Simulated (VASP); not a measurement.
# Ga2GeSe2 (P-3m1) in VASP: relaxation of cell and atoms with PBE

Aim: the relaxation of cell and atoms of Ga2GeSe2 with PBE.

Program: VASP 6.6.1. These are calculated values, not measurements. Logs are shortened: lines on timing, memory, paths and dates and some standing lists are left out, and cuts for length are marked.

### 1 Starting point

Symmetry: P-3m1, No. 164, trigonal system. Conventional cell: a = 3.936 Å, b = 3.936 Å, c = 19.265 Å, α = 90.00°, β = 90.00°, γ = 120.00°. Around Ga (site symmetry 3m) lie 1 Ge at 2.47 Å and 3 Se at 2.52 Å. Ga (site symmetry 3m) is surrounded by 1 Ga at 2.46 Å and 3 Se at 2.52 Å. Around Ge (site symmetry 3m) lie 3 Ge at 2.43 Å and 1 Ga at 2.47 Å. Se (site symmetry 3m) is surrounded by 3 Ga at 2.52 Å. Around Se (site symmetry 3m) lie 3 Ga at 2.52 Å.

The cell was built by a generator and needn't be a form met in nature.

### 2 Relaxation of cell and atoms, PBE

Contents of INCAR:

```
PREC = Accurate
ENCUT = 520
EDIFF = 1E-6
ISMEAR = 0
SIGMA = 0.1
LREAL = False
LASPH = True
NELM = 120
ALGO = Normal
ISIF = 3
LWAVE = False
LCHARG = False
GGA = PE
IBRION = 2
NSW = 90
EDIFFG = -0.01
KPAR = 4
```

Contents of KPOINTS:

```
regular mesh
0
Gamma
  10 10 2
```

Contents of POSCAR:

```
Ga2GeSe2
1.0
    3.9357073000      0.0000000000      0.0000000000
   -1.9678536500      3.4084225000      0.0000000000
    0.0000000000      0.0000000000     19.2650000000
Ga Ge Se
4 2 4
Direct
    0.6666666700      0.3333333300      0.6506099100
    0.3333333300      0.6666666700      0.3493900900
    0.0000000000      0.0000000000      0.0638463500
    0.0000000000      0.0000000000      0.9361536500
    0.3333333300      0.6666666700      0.4776018700
    0.6666666700      0.3333333300      0.5223981300
    0.0000000000      0.0000000000      0.2926031700
    0.0000000000      0.0000000000      0.7073968300
    0.6666666700      0.3333333300      0.8794705400
    0.3333333300      0.6666666700      0.1205294600
```

Potentials or basis: VASP PAW PBE potentials, release 64 (Ga_d, Ge_d, Se).

Command:

```
> cat potpaw_PBE.64/Ga_d/POTCAR potpaw_PBE.64/Ge_d/POTCAR potpaw_PBE.64/Se/POTCAR > POTCAR
> mpirun -np 4 vasp_std > vasp.out
```

OUTCAR:

```text
PREC = Accurate
   ENCUT = 520
   EDIFF = 1E-6
   ISMEAR = 0
   LREAL = False
   LASPH = True
   NELM = 120
   ISIF = 3
   GGA = PE
   IBRION = 2
   NSW = 90
   EDIFFG = -0.01

 ion  position               nearest neighbor table
   1  0.667  0.333  0.651-   6 2.47   8 2.52   8 2.52   8 2.52
   2  0.333  0.667  0.349-   5 2.47   7 2.52   7 2.52   7 2.52
   3  0.000  0.000  0.064-   4 2.46  10 2.52  10 2.52  10 2.52
   4  0.000  0.000  0.936-   3 2.46   9 2.52   9 2.52   9 2.52
   5  0.333  0.667  0.478-   6 2.43   6 2.43   6 2.43   2 2.47
   6  0.667  0.333  0.522-   5 2.43   5 2.43   5 2.43   1 2.47
   7  0.000  0.000  0.293-   2 2.52   2 2.52   2 2.52
   8  0.000  0.000  0.707-   1 2.52   1 2.52   1 2.52
   9  0.667  0.333  0.879-   4 2.52   4 2.52   4 2.52
  10  0.333  0.667  0.121-   3 2.52   3 2.52   3 2.52

  LATTYP: Found a hexagonal cell.
 ALAT       =     3.9357073000
 C/A-ratio  =     4.8949270186

  Lattice vectors:

 A1 = (   3.9357073000,   0.0000000000,   0.0000000000)
 A2 = (  -1.9678536500,   3.4084225000,   0.0000000000)
 A3 = (   0.0000000000,   0.0000000000,  19.2650000000)

Analysis of symmetry for initial positions (statically):
=====================================================================
 Subroutine PRICEL returns:
 Original cell was already a primitive cell.

 Routine SETGRP: Setting up the symmetry group for a
 hexagonal supercell.

 Subroutine GETGRP returns: Found 12 space group operations
 (whereof 12 operations were pure point group operations)
 out of a pool of 24 trial point group operations.

The static configuration has the point symmetry D_3d.

Analysis of symmetry for dynamics (positions and initial velocities):
=====================================================================
 Subroutine PRICEL returns:
 Original cell was already a primitive cell.

 Routine SETGRP: Setting up the symmetry group for a
 hexagonal supercell.

 Subroutine GETGRP returns: Found 12 space group operations
 (whereof 12 operations were pure point group operations)
 out of a pool of 24 trial point group operations.

The dynamic configuration has the point symmetry D_3d.

 Subroutine INISYM returns: Found 12 space group operations
 (whereof 12 operations are pure point group operations),
 and found     1 'primitive' translations

----------------------------------------------------------------------------------------

                                     Primitive cell

  volume of cell :     258.4314

  direct lattice vectors                    reciprocal lattice vectors
     3.935707300  0.000000000  0.000000000     0.254083936  0.146695429  0.000000000
    -1.967853650  3.408422500  0.000000000     0.000000000  0.293390858  0.000000000
     0.000000000  0.000000000 19.265000000     0.000000000  0.000000000  0.051907604

  length of vectors
     3.935707300  3.935707297 19.265000000     0.293390857  0.293390858  0.051907604

  position of ions in fractional coordinates (direct lattice)
     0.666666670  0.333333330  0.650609910
     0.333333330  0.666666670  0.349390090
     0.000000000  0.000000000  0.063846350
     0.000000000  0.000000000  0.936153650
     0.333333330  0.666666670  0.477601870
     0.666666670  0.333333330  0.522398130
     0.000000000  0.000000000  0.292603170
     0.000000000  0.000000000  0.707396830
     0.666666670  0.333333330  0.879470540
     0.333333330  0.666666670  0.120529460

  ion indices of the primitive-cell ions
   primitive index   ion index
                 1           1
                 2           2
                 3           3
                 4           4
                 5           5
                 6           6
                 7           7
                 8           8
                 9           9
                10          10

----------------------------------------------------------------------------------------

 KPOINTS: regular mesh

Automatic generation of k-mesh.
 Grid dimensions read from file:
 generate k-points for:   10   10    2

 Generating k-lattice:

  Cartesian coordinates                     Fractional coordinates (reciprocal lattice)
     0.025408394  0.014669543  0.000000000     0.100000000  0.000000000  0.000000000
     0.000000000  0.029339086  0.000000000     0.000000000  0.100000000  0.000000000
     0.000000000  0.000000000  0.025953802     0.000000000  0.000000000  0.500000000

  Length of vectors
     0.029339086  0.029339086  0.025953802

  Shift w.r.t. Gamma in fractional coordinates (k-lattice)
     0.000000000  0.000000000  0.000000000

 Subroutine IBZKPT returns following result:
 ===========================================

 Found     28 irreducible k-points:

 Following reciprocal coordinates:
            Coordinates               Weight
  0.000000  0.000000  0.000000      1.000000
  0.100000 -0.000000  0.000000      6.000000
  0.200000 -0.000000  0.000000      6.000000
  0.300000 -0.000000  0.000000      6.000000
  0.400000 -0.000000  0.000000      6.000000
  0.500000 -0.000000  0.000000      3.000000
[... 16 lines left out ...]
  0.300000  0.100000  0.500000     12.000000
  0.400000  0.100000  0.500000     12.000000
 [... further k-points ...]
   k-points           NKPTS =     28   k-points in BZ     NKDIM =     28   number of bands    NBANDS=     62
   number of dos      NEDOS =    301   number of ions     NIONS =     10
   total plane-waves  NPLWV = 129600
   dimension x,y,z NGX =    30 NGY =   30 NGZ =  144
   dimension x,y,z NGXF=    60 NGYF=   60 NGZF=  288
   ions per type =               4   2   4
   NGX,Y,Z   is equivalent  to a cutoff of  12.67, 12.67, 12.43 a.u.
   NGXF,Y,Z  is equivalent  to a cutoff of  25.34, 25.34, 24.85 a.u.
 SYSTEM =  unknown system
   PREC   = accura    normal or accurate (medium, high low for compatibility)
   ISTART =      0    job   : 0-new  1-cont  2-samecut
   ICHARG =      2    charge: 1-file 2-atom 10-const
   ISPIN  =      1    spin polarized calculation?
   LNONCOLLINEAR =      F non collinear calculations
   LSORBIT =      F    spin-orbit coupling
   LASPH  =      T    aspherical Exc in radial PAW
   ENCUT  =  520.0 eV  38.22 Ry    6.18 a.u.   7.32  7.32 35.82*2*pi/ulx,y,z
   NELM   =    120;   NELMIN=  2; NELMDL= -5     # of ELM steps
   EDIFF  = 0.1E-05   stopping-criterion for ELM
   LREAL  =      F    real-space projection
   EDIFFG = -.1E-01   stopping-criterion for IOM
   NSW    =     90    number of steps for IOM
   IBRION =      2    ionic relax: 0-MD 1-quasi-New 2-CG
   NFREE  =      1    steps in history (QN), initial steepest desc. (CG)
   ISIF   =      3    stress and relaxation
   ISYM   =      2    0-nonsym 1-usesym 2-fastsym
   POTIM  = 0.5000    time-step for ionic-motion
   TEBEG  =    0.0;   TEEND  =   0.0 temperature during run
   PSTRESS=    0.0 pullay stress
   NELECT =     104.0000    total number of electrons
   NUPDOWN=      -1.0000    fix difference up-down
   EMIN   =  10.00;   EMAX   =-10.00  energy-range for DOS
   EFERMI =   0.00;   METHOD = LEGACY
   ISMEAR =     0;   SIGMA  =   0.10  broadening in eV -4-tet -1-fermi 0-gaus
   EFERMI_NEDOS =   21; number of points for ismear=-14 and -15
   IALGO  =     38    algorithm
   IMIX   =      4    mixing-type and parameters
     AMIX     =   0.40;   BMIX     =  1.00
     AMIX_MAG =   1.60;   BMIX_MAG =  1.00
  volume/ion in A,a.u.               =      25.84       174.40
  Fermi-wavevector in a.u.,A,eV,Ry     =   1.208660  2.284036 19.876198  1.460859
  Thomas-Fermi vector in A             =   2.344261
   LORBIT       =      0    0 simple, 1 ext, 2 COOP (PROOUT), +10 PAW based schemes
   GGA     = PE    functional components
   LHFCALC =     F    Hartree Fock is set to
   AEXX    =    0.0000 exact exchange contribution
   IVDW    =     0    specifies the selected vdW correction
   LEPSILON=     F    determine dielectric tensor
   LRPA    =     F    only Hartree local field effects (RPA)
 conjugate gradient relaxation of ions
 non-spin polarized calculation
 Gauss-broadening in eV      SIGMA  =   0.10
  energy-cutoff  :      520.00
  volume of cell :      258.43
 maximum number of plane-waves:      7037
 NGX is ok and might be reduce to    30
   NGX = 15   NGY = 15   NGZ = 71

--------------------------------------- Ionic step        1  -------------------------------------------

 number of electron     104.0000076 magnetization

 Free energy of the ion-electron system (eV)
  ---------------------------------------------------
  ext. energy  EPLUGINS =         0.00000000
  ---------------------------------------------------
  free energy    TOTEN  =       -39.23348199 eV

  energy without entropy =      -39.23248697  energy(sigma->0) =      -39.23298448

------------------------ aborting loop because EDIFF is reached ----------------------------------------

  FORCE on cell =-STRESS in cart. coord.  units (eV):
  Direction    XX          YY          ZZ          XY          YZ          ZX
  --------------------------------------------------------------------------------------
  -------------------------------------------------------------------------------------
  Total       -0.7436895     -0.7436895      1.2920269      0.0000000      0.0000000      0.0000000
  in kB       -4.6105951     -4.6105951      8.0100809      0.0000000      0.0000000      0.0000000
  external PRESSURE =      -0.4037031 kB  Pullay stress =       0.0000000 kB
[... 113 lines left out ...]
  FREE ENERGIE OF THE ION-ELECTRON SYSTEM (eV)
  ---------------------------------------------------
  free  energy   TOTEN  =       -39.2566425129 eV

  energy  without entropy=      -39.2560499850  energy(sigma->0) =      -39.25634625

[... ionic steps 4 to 27 ...]

--------------------------------------- Ionic step       28  -------------------------------------------

 number of electron     104.0000001 magnetization

------------------------ aborting loop because EDIFF is reached ----------------------------------------

  FORCE on cell =-STRESS in cart. coord.  units (eV):
  Direction    XX          YY          ZZ          XY          YZ          ZX
  --------------------------------------------------------------------------------------
  -------------------------------------------------------------------------------------
  Total        0.0285778      0.0285778      0.0016145     -0.0000000      0.0000000      0.0000000
  in kB        0.1681770      0.1681770      0.0095011     -0.0000000      0.0000000      0.0000000
  external PRESSURE =       0.1152850 kB  Pullay stress =       0.0000000 kB
[... 73 lines left out ...]
  energy  without entropy=      -39.2944767687  energy(sigma->0) =      -39.29457111

--------------------------------------- Ionic step       30  -------------------------------------------

 number of electron     104.0000000 magnetization

 Free energy of the ion-electron system (eV)
  ---------------------------------------------------
  ext. energy  EPLUGINS =         0.00000000
  ---------------------------------------------------
  free energy    TOTEN  =       -39.29466794 eV

  energy without entropy =      -39.29448473  energy(sigma->0) =      -39.29457633

 E-fermi :   2.9297     XC(G=0):  -8.6979

 val. band max:        2.7747428211   @ k =   0.0000   0.0000   0.0000
 cond. band min:       3.0414496948   @ k =   0.0000   0.0000   0.0000
 fundamental gap:      0.2667068737
 Fermi energy:         2.9296520906

 k-point     1 :       0.0000    0.0000    0.0000
  band No.  band energies     occupation
      1     -21.5396      2.00000
      2     -21.5396      2.00000
      3     -21.4534      2.00000
      4     -21.4534      2.00000
      5     -21.3864      2.00000
      6     -21.3704      2.00000
[... 1549 lines left out ...]
     61       6.5321      0.00000
     62       6.6641      0.00000

 [... further k-points ...]

------------------------ aborting loop because EDIFF is reached ----------------------------------------

  FORCE on cell =-STRESS in cart. coord.  units (eV):
  Direction    XX          YY          ZZ          XY          YZ          ZX
  --------------------------------------------------------------------------------------
  -------------------------------------------------------------------------------------
  Total        0.0057724      0.0057724     -0.0540308      0.0000000     -0.0000000      0.0000000
  in kB        0.0339568      0.0339568     -0.3178415      0.0000000     -0.0000000      0.0000000
  external PRESSURE =      -0.0833093 kB  Pullay stress =       0.0000000 kB
[... 25 lines left out ...]
  FREE ENERGIE OF THE ION-ELECTRON SYSTEM (eV)
  ---------------------------------------------------
  free  energy   TOTEN  =       -39.2946679433 eV

  energy  without entropy=      -39.2944847264  energy(sigma->0) =      -39.29457633

 reached required accuracy - stopping structural energy minimisation
```

Run time: 41 min. Hardware: 4 MPI ranks of Intel Xeon Platinum 8488C (Sapphire Rapids), shared host; peak memory 0.64 GiB.

What came out:

* Free energy: -39.2947 eV
* Relaxed volume: 27.24 Å³/atom
* Relaxed cell: a = 3.897 Å, b = 3.897 Å, c = 20.712 Å, α = 90.00°, β = 90.00°, γ = 120.00°
* Space group after relaxing (to 0.05 Å): P-3m1 (No. 164)
* Energy gained by relaxing: 6.1 meV/atom
* Ionic steps: 30
* Pressure after relaxing: 0.0 GPa
* Largest force after relaxing: 0.010 eV/Å
* Band gap on the k mesh: 0.27 eV, direct

Forces on the atoms (eV/Å):
```
Ga   0.000  0.000 -0.010
Ga   0.000  0.000  0.010
Ga   0.000  0.000  0.009
Ga   0.000  0.000 -0.009
Ge   0.000  0.000  0.002
Ge   0.000  0.000 -0.002
Se   0.000  0.000  0.004
Se   0.000  0.000 -0.004
Se   0.000  0.000  0.003
Se   0.000  0.000 -0.003
```

The path:
```csv
step,energy change (eV),largest force (eV/Å),pressure (GPa),volume (Å³)
1,0.0000,0.1378,-0.04,258.43
2,-0.0146,0.1262,-0.05,258.18
3,-0.0232,0.1066,-0.01,257.70
4,-0.0233,0.0978,-0.01,257.77
5,-0.0259,0.1021,0.06,257.68
6,-0.0262,0.1136,0.07,257.64
7,-0.0283,0.1076,0.06,257.85
8,-0.0336,0.0899,0.15,258.47
9,-0.0402,0.1034,0.40,259.71
10,-0.0390,0.2541,0.84,262.16
11,-0.0419,0.1764,0.56,260.92
12,-0.0431,0.1724,0.55,261.25
13,-0.0462,0.1634,0.46,262.24
14,-0.0513,0.1448,0.31,264.22
15,-0.0570,0.1032,0.01,268.21
16,-0.0534,0.1552,-0.57,276.26
17,-0.0580,0.0740,-0.24,271.03
18,-0.0580,0.0816,-0.15,270.29
19,-0.0580,0.0785,-0.17,270.52
20,-0.0590,0.0639,-0.16,270.75
21,-0.0606,0.0229,-0.02,271.44
22,-0.0607,0.0411,0.00,271.73
23,-0.0607,0.0345,0.00,271.66
24,-0.0609,0.0235,0.00,271.78
25,-0.0610,0.0225,0.00,271.93
26,-0.0610,0.0230,0.02,271.97
27,-0.0611,0.0134,0.00,272.17
28,-0.0612,0.0112,0.01,272.25
29,-0.0612,0.0150,-0.01,272.43
30,-0.0612,0.0096,-0.01,272.36
```

Final structure:
```
Ga Ge Se
1.0
     3.89668    0.00000    0.00000
    -1.94834    3.37463    0.00000
     0.00000    0.00000   20.71194
Ga Ge Se
4 2 4
Cartesian
  1.9483 1.1249 13.2669
  0.0000 2.2498 7.4451
  0.0000 0.0000 1.2311
  0.0000 0.0000 19.4808
  0.0000 2.2498 9.9090
  1.9483 1.1249 10.8029
  0.0000 0.0000 6.3148
  0.0000 0.0000 14.3972
  1.9483 1.1249 18.3460
  0.0000 2.2498 2.3659
```

Levels at points of the mesh, in eV from the valence-band top:
| k point | band 49 | band 50 | band 51 | band 52 | band 53 | band 54 | band 55 | band 56 |
| --- | --- | --- | --- | --- | --- | --- | --- | --- |
| (0.00, 0.00, 0.00) | -1.17 | -0.35 | 0.00 | 0.00 | 0.27 | 0.79 | 1.46 | 1.65 |
| (0.50, 0.00, 0.00) | -2.65 | -1.75 | -1.62 | -1.59 | 1.04 | 1.10 | 1.54 | 1.83 |
| (0.00, 0.00, 0.50) | -0.90 | -0.72 | 0.00 | 0.00 | 0.59 | 0.60 | 1.46 | 1.65 |
| (0.50, 0.00, 0.50) | -2.65 | -1.78 | -1.62 | -1.56 | 0.96 | 1.20 | 1.53 | 1.94 |

Caveat: this functional lacks dispersion, which binds the layers, so the pressure and a relaxed spacing across them are unreliable. A k mesh can miss the band edges.
